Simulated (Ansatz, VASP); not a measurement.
Two plane-wave programs on LaMnIn

Contents of run.py:

```python
from ase.calculators.vasp import Vasp
from ase.dft.bandgap import bandgap
from ase.io import read

atoms = read('POSCAR')
atoms.set_initial_magnetic_moments([0.0, 0.0, 4.0])
calc = Vasp(
    directory='calc',
    xc='lda',
    pp='LDA',
    setups={'base': 'minimal', 'La': '_GW', 'In': '_d_GW', 'Mn': '_GW'},
    prec='Accurate',
    encut=550,
    ediff=1e-06,
    ismear=0,
    sigma=0.02,
    lreal=False,
    lasph=True,
    nelm=120,
    algo='Normal',
    isif=2,
    lwave=False,
    lcharg=False,
    ispin=2,
    lorbit=11,
    lmaxmix=6,
    kpts=[7, 7, 7],
    gamma=True,
    nbands=26,
)
atoms.calc = calc

print('energy (eV):', atoms.get_potential_energy())
print('free energy (eV):', atoms.get_potential_energy(force_consistent=True))
print('forces (eV/A):')
print(atoms.get_forces())
print('stress (eV/A^3, Voigt):', atoms.get_stress())
print('Fermi level (eV):', calc.get_fermi_level())
print('moment (muB):', atoms.get_magnetic_moment())
print('site moments (muB):', atoms.get_magnetic_moments())
gap, top, bottom = bandgap(calc)
print('band gap (eV):', gap, 'from (spin, k, band)', top, 'to', bottom)
```

The input POSCAR:

```
LaMnIn
1.0
    4.5933407550      0.0000000000      0.0000000000
   -2.2966703775      3.9779497821      0.0000000000
    0.0000000000      0.0000000000      4.0965590000
La In Mn
1 1 1
Direct
    0.0000000000      0.0000000000      0.0000000000
    0.3333333333      0.6666666667      0.5000000000
    0.6666666667      0.3333333333      0.5000000000
```

Contents of input.yaml:

```yaml
crystal:
  lattice:
    - [4.593340755, 0.0, 0.0]
    - [-2.2966703775, 3.9779497821, 0.0]
    - [0.0, 0.0, 4.096559]
  atoms:
    - { symbol: La, position: [0.0, 0.0, 0.0] }
    - { symbol: In, position: [0.3333333333, 0.6666666667, 0.5] }
    - { symbol: Mn, position: [0.6666666667, 0.3333333333, 0.5], spin: 4.0 }
hamiltonian:
  xc: lda
  pseudopotentials: { kind: paw }
magnetization:
  spin_polarized: true
kpoints:
  mp_grid: { grid: [7, 7, 7] }
scf:
  occupations: { method: gaussian, width: 0.02 }
output:
  forces: true
  stress: true
  eigenvalues: true
  write_density: true
  write_potential: true
  elf: true
  volumetric_format: npy
```

The cell comes from a database or a generator and needn't be the stable form of this composition.

Alike in both runs: task single point; functional LDA; k mesh 7 × 7 × 7; occupations gaussian, width 0.02 eV; collinear spin, ferromagnetic start.

|  | VASP | Ansatz |
| --- | --- | --- |
| version | VASP 6.6.1 | Ansatz 0.2.0 |
| potentials or method | VASP PAW LDA potentials, release 64 (La_GW, In_d_GW, Mn_GW) | Ansatz PAW |
| plane-wave cutoff (eV) | 550 | 420 |
| valence electrons in the cell | 31 | 39 |

|  | VASP | Ansatz | Ansatz less VASP |
| --- | --- | --- | --- |
| gap on the k mesh at the Fermi level (eV) | none | none | - |
| pressure (GPa) | -1.8 | -1.5 | +0.30 |
| largest component of the traceless stress (GPa) | 1.08 | 1.21 | +0.127 |
| net moment per atom (μB) | 1.05 | 1.06 | +0.013 |
| size of the moment on the site where the two differ most (μB) | 0.10 | 0.14 | +0.039 |

Site moments also hang on the region over which each program counts them. A gap of «none» marks a metal or a gap that the smearing closes. The two sets of potentials don't hold the same shells in valence.

Caveats: the PAW data sets come from PBE, with cores solved anew for the run's functional, which leaves a small shift of forces and pressure (Ansatz). The runs have no spin-orbit coupling, so splittings on La are missing.
